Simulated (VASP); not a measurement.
**Lattice of KF (Carobbiite) across functionals and dispersion corrections**

How close do the usual functionals, with and without dispersion, come to the cell of KF (Carobbiite)? The levels: LDA, PBE, r2SCAN, PBE + D3(BJ), r2SCAN + rVV10, BLYP + D3(BJ), revPBE + D3(BJ) and PBE + D4. LASPH is on for some levels and off for others; the table marks which. The start is a cell from a database of measured crystal structures.

Main program and level: VASP 6.6.1; LDA; plane waves and PAW (K_sv, F), in the first sound run; inputs show where later runs differ.

**1. The structure**

Before any relaxation, the start is as follows. The structure is cubic, space group Fm-3m (No. 225). Conventional cell: a = 5.344 Å, b = 5.344 Å, c = 5.344 Å, α = 90.00°, β = 90.00°, γ = 90.00°. Nearest to K lie 6 F at 2.67 Å. F has 6 K at 2.67 Å nearest. Farther neighbours and most contacts between anions are not listed.

**2. Relaxation with LDA**

The start need not lie at this functional's minimum. ISIF = 3 frees volume, shape and positions, and EDIFFG sets the threshold on forces and stress at which the search stops. LDA, the lowest rung, knows the local density alone.

INCAR

```
SYSTEM = KF
PREC = Accurate
ENCUT = 560
EDIFF = 1E-06
NELM = 100
ISMEAR = -1
SIGMA = 0.05
LREAL = .FALSE.
ALGO = Normal
GGA = CA
NBANDS = 14
LORBIT = 11
LWAVE = .FALSE.
LCHARG = .FALSE.
KPAR = 2
IBRION = 2
NSW = 60
ISIF = 3
EDIFFG = -0.01
```

POSCAR

```
KF
1.0
    0.0000000000      2.6718500000      2.6718500000
    2.6718500000      0.0000000000      2.6718500000
    2.6718500000      2.6718500000      0.0000000000
K F
1 1
Direct
    0.0000000000      0.0000000000      0.0000000000
    0.5000000000      0.5000000000      0.5000000000
```

KPOINTS

```
Automatic mesh
0
Gamma
7 7 7
0 0 0
```

PAW data sets: K_sv and F (PBE family, release 64).

Launch:

```console
$ mpirun -np 2 vasp_std
```

Log:

```text
[banner, memory and clock lines left out]
running    2 mpi-ranks, on    1 nodes
 distrk:  each k-point on    1 cores,    2 groups
 distr:  one band on    1 cores,    1 groups

 POSCAR found type information on POSCAR K F
 POSCAR found :  2 types and       2 ions
|                                                                             |
|               ----> ADVICE to this user running VASP <----                  |
|                                                                             |
|     You enforced a specific xc type in the INCAR file but a different       |
|     [... a line on the potential file left out ...]
|     I HOPE YOU KNOW WHAT YOU ARE DOING!                                     |
|                                                                             |

 LDA part: xc-table for (Slater(with rela. corr.)+CA(PZ))
 , standard interpolation
 POSCAR, INCAR and KPOINTS ok, starting setup
 FFT: planning ... GRIDC
 FFT: planning ... GRID_SOFT
 FFT: planning ... GRID
 WAVECAR not read
 entering main loop
       N       E                     dE             d eps       ncg     rms          rms(c)
DAV:   1     0.112582850401E+03    0.11258E+03   -0.86166E+03   560   0.118E+03
DAV:   2    -0.552710107433E+01   -0.11811E+03   -0.10951E+03   734   0.296E+02
DAV:   3    -0.101053266034E+02   -0.45782E+01   -0.45531E+01   698   0.534E+01
DAV:   4    -0.102373904263E+02   -0.13206E+00   -0.13202E+00   772   0.806E+00
DAV:   5    -0.102382444267E+02   -0.85400E-03   -0.85391E-03   698   0.792E-01    0.578E+00
DAV:   6    -0.920244133618E+01    0.10358E+01   -0.29725E+00   608   0.148E+01    0.452E+00
DAV:   7    -0.914700777990E+01    0.55434E-01   -0.93597E-02   676   0.253E+00    0.265E+00
DAV:   8    -0.911712577738E+01    0.29882E-01   -0.52546E-02   682   0.227E+00    0.240E-01
DAV:   9    -0.911747191850E+01   -0.34614E-03   -0.40507E-03   652   0.573E-01    0.988E-02
DAV:  10    -0.911750178045E+01   -0.29862E-04   -0.33636E-04   672   0.173E-01    0.627E-02
DAV:  11    -0.911755322834E+01   -0.51448E-04   -0.44603E-05   602   0.585E-02    0.137E-02
DAV:  12    -0.911754710875E+01    0.61196E-05   -0.18858E-05   632   0.402E-02    0.473E-03
DAV:  13    -0.911754690608E+01    0.20267E-06   -0.10799E-06   520   0.102E-02
   1 F= -.91175469E+01 E0= -.91175469E+01  d E =-.911755E+01
 curvature:   0.00 expect dE= 0.000E+00 dE for cont linesearch  0.000E+00
 trial: gam= 0.00000 g(F)=  0.103E-59 g(S)=  0.465E-01 ort = 0.000E+00 (trialstep = 0.100E+01)
 search vector abs. value=  0.465E-01
 bond charge predicted
       N       E                     dE             d eps       ncg     rms          rms(c)
DAV:   1    -0.970365856417E+01   -0.58611E+00   -0.10008E+01   716   0.322E+01    0.564E+00
DAV:   2    -0.921498243542E+01    0.48868E+00   -0.18583E+00   638   0.125E+01    0.165E+00
DAV:   3    -0.915828033921E+01    0.56702E-01   -0.11717E-01   946   0.341E+00    0.906E-01
DAV:   4    -0.915062643230E+01    0.76539E-02   -0.29141E-02  1034   0.127E+00    0.823E-01
DAV:   5    -0.915204813184E+01   -0.14217E-02   -0.40134E-03   870   0.411E-01    0.868E-02
DAV:   6    -0.915203643987E+01    0.11692E-04   -0.48578E-04   798   0.211E-01    0.590E-02
DAV:   7    -0.915207032844E+01   -0.33889E-04   -0.68240E-05   876   0.557E-02    0.287E-03
DAV:   8    -0.915207022728E+01    0.10116E-06   -0.11337E-06   534   0.991E-03
   2 F= -.91520702E+01 E0= -.91520702E+01  d E =-.345233E-01
[...]
3 F= -.91593834E+01 E0= -.91593834E+01  d E =-.418365E-01
 curvature:  -0.85 expect dE=-0.924E-04 dE for cont linesearch -0.924E-04
 ZBRENT: extrapolating
 opt :   1.6819  next Energy=    -9.159467 (dE=-0.419E-01)
 bond charge predicted
       N       E                     dE             d eps       ncg     rms          rms(c)
DAV:   1    -0.916251443339E+01   -0.31311E-02   -0.55977E-02   716   0.241E+00    0.424E-01
DAV:   2    -0.915980165158E+01    0.27128E-02   -0.98506E-03   662   0.925E-01    0.111E-01
DAV:   3    -0.915949689450E+01    0.30476E-03   -0.61287E-04   982   0.246E-01    0.888E-02
DAV:   4    -0.915945898700E+01    0.37908E-04   -0.13007E-04  1048   0.843E-02    0.734E-02
DAV:   5    -0.915946651629E+01   -0.75293E-05   -0.21838E-05   890   0.216E-02    0.739E-03
DAV:   6    -0.915946736920E+01   -0.85291E-06   -0.16778E-06   798   0.101E-02
   4 F= -.91594674E+01 E0= -.91594674E+01  d E =-.419205E-01
 curvature:  -0.76 expect dE=-0.182E-06 dE for cont linesearch -0.182E-06
 trial: gam=-0.00226 g(F)=  0.102E-59 g(S)=  0.239E-06 ort = 0.105E-03 (trialstep = 0.114E+01)
 search vector abs. value=  0.101E-09
 reached required accuracy - stopping structural energy minimisation
```

The job ended after 19 s (2 MPI ranks of AMD EPYC 7R43, shared host; peak memory 0.25 GiB; 36 s of CPU time).

The logs omit lines about the potential files and the build; timing stands in the text.

From OUTCAR (step 2):

```text
ion  position               nearest neighbor table
   1  0.000  0.000  0.000-   2 2.67   2 2.67   2 2.67   2 2.67   2 2.67   2 2.67
   2  0.500  0.500  0.500-   1 2.67   1 2.67   1 2.67   1 2.67   1 2.67   1 2.67

  LATTYP: Found a face centered cubic cell.
 ALAT       =     5.3437000000

 Subroutine GETGRP returns: Found 48 space group operations
 (whereof 48 operations were pure point group operations)

The static configuration has the point symmetry O_h .

 Found     20 irreducible k-points:

   k-points           NKPTS =     20   k-points in BZ     NKDIM =     20   number of bands    NBANDS=     14

   dimension x,y,z NGX =    30 NGY =   30 NGZ =   30
   dimension x,y,z NGXF=    60 NGYF=   60 NGZF=   60

   ENCUT  =  560.0 eV  41.16 Ry    6.42 a.u.   7.29  7.29  7.29*2*pi/ulx,y,z

   NELECT =      16.0000    total number of electrons

 k-points in reciprocal lattice and weights: Automatic mesh
   0.00000000  0.00000000  0.00000000       0.003
   0.14285714  0.00000000  0.00000000       0.023
   0.28571429  0.00000000  0.00000000       0.023
   0.42857143  0.00000000  0.00000000       0.023
   0.14285714  0.14285714  0.00000000       0.017
   0.28571429  0.14285714  0.00000000       0.070
   0.42857143  0.14285714  0.00000000       0.070
  -0.42857143  0.14285714  0.00000000       0.070
  -0.28571429  0.14285714  0.00000000       0.070
[...]
-0.42857143  0.42857143  0.14285714       0.070
  -0.28571429  0.42857143  0.14285714       0.070

 average (electrostatic) potential at core
       1 -35.3144       2 -77.6111

 E-fermi :  -1.7899

 k-point     1 :       0.0000    0.0000    0.0000
  band No.  band energies     occupation
    ...
      4     -11.7207      2.00000
      5     -11.7207      2.00000
      6      -2.9653      2.00000
      7      -2.9653      2.00000
      8      -2.9653      2.00000
      9       3.3606      0.00000
     10       7.8083      0.00000
     11       7.8083      0.00000
     12       7.8083      0.00000
     13       9.6941      0.00000
    ...

 k-point     2 :       0.1429    0.0000    0.0000
  band No.  band energies     occupation
    ...
      4     -11.7292      2.00000
      5     -11.7292      2.00000
      6      -3.1863      2.00000
      7      -3.0563      2.00000
      8      -3.0563      2.00000
      9       3.9790      0.00000
     10       7.4549      0.00000
     11       8.1197      0.00000
     12       8.1197      0.00000
     13       9.9308      0.00000
    ...

 k-point     3 :       0.2857    0.0000    0.0000
  band No.  band energies     occupation
    ...
      4     -11.7477      2.00000
      5     -11.7477      2.00000
      6      -3.6063      2.00000
      7      -3.2537      2.00000
      8      -3.2537      2.00000
      9       5.3580      0.00000
     10       7.1587      0.00000
     11       8.8510      0.00000
     12       8.8510      0.00000
     13      10.6456      0.00000
    ...

  Total       -0.0018163     -0.0018163     -0.0018163     -0.0000000      0.0000000     -0.0000000
  in kB       -0.0842420     -0.0842420     -0.0842420     -0.0000000      0.0000000     -0.0000000
  external PRESSURE =      -0.0842420 kB  Pullay stress =       0.0000000 kB

  energy-cutoff  :      560.00
  volume of cell :       34.54
      direct lattice vectors                 reciprocal lattice vectors
     0.000000000  2.584913411  2.584913411    -0.193430077  0.193430077  0.193430077
     2.584913411  0.000000000  2.584913411     0.193430077 -0.193430077  0.193430077
     2.584913411  2.584913411 -0.000000000     0.193430077  0.193430077 -0.193430077

 POSITION                                       TOTAL-FORCE (eV/Angst)
 -----------------------------------------------------------------------------------
      2.58491      2.58491      5.16983        -0.000000     -0.000000     -0.000000
      2.58491      2.58491      2.58491         0.000000      0.000000      0.000000
 -----------------------------------------------------------------------------------
    total drift:                                0.000000      0.000000      0.000000

  FREE ENERGIE OF THE ION-ELECTRON SYSTEM (eV)
  ---------------------------------------------------
  free  energy   TOTEN  =        -9.1594673692 eV

  energy  without entropy=       -9.1594673692  energy(sigma->0) =       -9.15946737

 reached required accuracy - stopping structural energy minimisation

 total charge
# of ion       s       p       d       tot
------------------------------------------
    1        1.957   5.534   0.043   7.534
    2        1.718   4.338   0.000   6.056
--------------------------------------------------
tot          3.675   9.872   0.043  13.590

[... 3 further parts left out ...]
```

CONTCAR:

```
KF
   1.00000000000000
     0.0000000000000000    2.5849134106670739    2.5849134106670739
     2.5849134106670739    0.0000000000000000    2.5849134106670739
     2.5849134106670739    2.5849134106670739   -0.0000000000000000
  K               F
     1     1
Direct
     1.0000000000000000    1.0000000000000000    0.0000000000000000
     0.5000000000000000    0.5000000000000000    0.5000000000000000
```

The gap is read on the k-mesh alone, so it is an upper bound where the band edges lie off the mesh. The PAW data sets were made with PBE, though LDA sets exist; this is a small mismatch. After so large a change of volume the plane waves of the start cell no longer fit, so the final stress carries a basis-set error. The run keeps the 48 symmetry operations of its start, so it cannot find a distortion of lower symmetry.

The steps of the relaxation:

```csv
step,energy less that of the first step (eV),largest force (eV/Å),pressure (GPa),volume (Å³)
1,0.0000,0.0000,-3.37,38.15
2,-0.0345,0.0000,-1.59,35.98
3,-0.0418,0.0000,-0.18,34.70
4,-0.0419,0.0000,-0.01,34.54
```

```csv
"conventional cell, symmetrised",before,after,change
a (Å),5.344,5.170,-3.3 %
b (Å),5.344,5.170,-3.3 %
c (Å),5.344,5.170,-3.3 %
volume (Å³/atom),19.07,17.27,-9.4 %
```

Final coordinates:

```xyz
2
Lattice="0.0000 2.5849 2.5849 2.5849 0.0000 2.5849 2.5849 2.5849 0.0000" Properties=species:S:1:pos:R:3 pbc="T T T"
K     0.0000    0.0000    0.0000
F     2.5849    2.5849    2.5849
```

Numbers from this step:

| Property | Result |
| --- | --- |
| electrons | 16 |
| bands | 14 |
| irreducible k-points | 20 |
| symmetry operations | 48 |
| free energy (TOTEN) | -9.159 eV |
| Fermi energy | -1.790 eV |
| pressure | -0.008424 GPa |
| metallic | no |
| valence top at k | 0, 0, 0 |
| conduction bottom at k | 0, 0, 0 |
| least direct gap at k | 0, 0, 0 |
| SCF cycles over all ionic steps | 35 |
| gap on the k-mesh | 6.326 eV |
| least direct gap on the k-mesh | 6.326 eV |

It ends with forces that vanish by symmetry and a pressure of -0.01 GPa. The volume lies -9.4 % from that of the database's start, which holds the thermal and zero-point expansion of its experiment. LDA is known to overbind. The conventional cell has a = 5.170 Å.

[end of part 1 of 3]

[Lines on the potential files, build, host, timing and source positions are cut from VASP's logs without a mark.]

[Logs are printed without paths, hosts, clocks, repeated set-up lines and the standing remarks that a program may print on its own settings, such as how far it seeks lower states.]

[Hosts, paths, dates, database ids (printed as entryN), source tags and the programs' standing remarks are cut or masked in the printed files.]

[A measured line is paired with the nearest computed mode of its activity, which favours agreement.]
